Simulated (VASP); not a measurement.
```yaml
crystal:
  lattice:
    - [0.00000, 2.99370, 2.99370]
    - [2.99370, 0.00000, 2.99370]
    - [2.99370, 2.99370, 0.00000]
  atoms:
    - { symbol: In, position: [0.00000, 0.00000, 0.00000] }
    - { symbol: P, position: [0.25000, 0.25000, 0.25000] }
```

The base run (VASP): PBE GGA, plane waves, VASP's PBE PAW potentials (set 64). Numerical set-up: 400 eV cut-off, 7×7×7 Γ-centred mesh, Gaussian smearing of 0.050 eV, potentials In_d P.

One setting is varied; ΔE counts from the base run. The base run took about 6 core-seconds. Costs are core time on shared hosts, one run each; read them as rough ratios.

Pressures at a finite cut-off, here 400 eV, hold a Pulay part, which wasn't tested here.

| setting | cost over the base run | electronic steps | ΔE (meV/atom) | pressure (GPa) |
|---|---|---|---|---|
| PREC = Normal | within a factor of 2 | 13 | 0.0 | -0.89 |
| PREC = Low | within a factor of 2 | 13 | -1.3 | -0.79 |
| LASPH = .FALSE. | within a factor of 2 | 13 | 0.3 | -0.88 |
| PREC = Single | within a factor of 2 | 13 | -0.1 | -0.87 |
| base run | reference | 13 | 0.0 | -0.89 |
| LREAL = Auto | within a factor of 2 | 13 | -0.2 | -0.89 |
| ADDGRID = .TRUE. | within a factor of 2 | 13 | 0.0 | -0.89 |

Left out are runs that failed, have no time on record or changed the cell.

The compound is InP in the zinc blende structure. The cell was not relaxed at this level.
